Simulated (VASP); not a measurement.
Computed with RPBE GGA, VASP's PBE PAW potentials (set 64) (plane waves; VASP).

A VASP calculation is set up with these files.

INCAR:
```
! general
SYSTEM   =  CsBr
PREC     =  Accurate
ENCUT    =  520
LREAL    =  .False.
LASPH    =  .True.

! electronic loop
EDIFF    =  1E-7
NELM     =  100
ALGO     =  Normal
LMAXMIX  =  4

! smearing
ISMEAR   =  0
SIGMA    =  0.05

! functional
GGA      =  RP

! ions
ISIF     =  2

! output
LWAVE    =  .False.
LCHARG   =  .False.
```

KPOINTS:
```
kpoints
0
gamma
6 6 6
0 0 0
```

**POSCAR**
```
CsBr
4.5769050
  0.9999999115   0.0000000000   0.0000000000
  0.0000000000   0.9999999115   0.0000000000
  0.0000000000   0.0000000000   0.9999999115
Cs Br
1 1
Cart
  0.0000000000   0.0000000000   0.0000000000
  0.4999999558   0.4999999558   0.4999999558
```

POTCAR, in this order: Cs_sv Br (PBE.64 set). Program: vasp_std.

Unless said otherwise, spin-orbit coupling is left out, though it shifts the bands of the heavy elements here.

Question: What does the run give for the energy per atom (σ→0), band gap (on the k-mesh)?

Answer: 
The energy per atom (σ→0) is -2.828 eV/atom and the band gap (on the k-mesh) comes out as 4.14 eV.

### OSZICAR
```
...
DAV:   7    -0.564375308017E+01    0.42654E-01   -0.25064E-01   564   0.253E+00    0.703E-01
DAV:   8    -0.565507617178E+01   -0.11323E-01   -0.27724E-02   544   0.125E+00    0.136E-01
DAV:   9    -0.565647324734E+01   -0.13971E-02   -0.38309E-03   548   0.428E-01    0.103E-01
DAV:  10    -0.565682218932E+01   -0.34894E-03   -0.48822E-04   536   0.217E-01    0.127E-02
DAV:  11    -0.565683688199E+01   -0.14693E-04   -0.40055E-05   584   0.462E-02    0.693E-03
DAV:  12    -0.565684127806E+01   -0.43961E-05   -0.17524E-05   548   0.346E-02    0.199E-03
DAV:  13    -0.565684133365E+01   -0.55590E-07   -0.25666E-07   572   0.447E-03
   1 F= -.56568413E+01 E0= -.56568413E+01  d E =-.198376E-14
```

The compound is CsBr in the CsCl type structure. It was relaxed first, which changed the volume by +21 %.
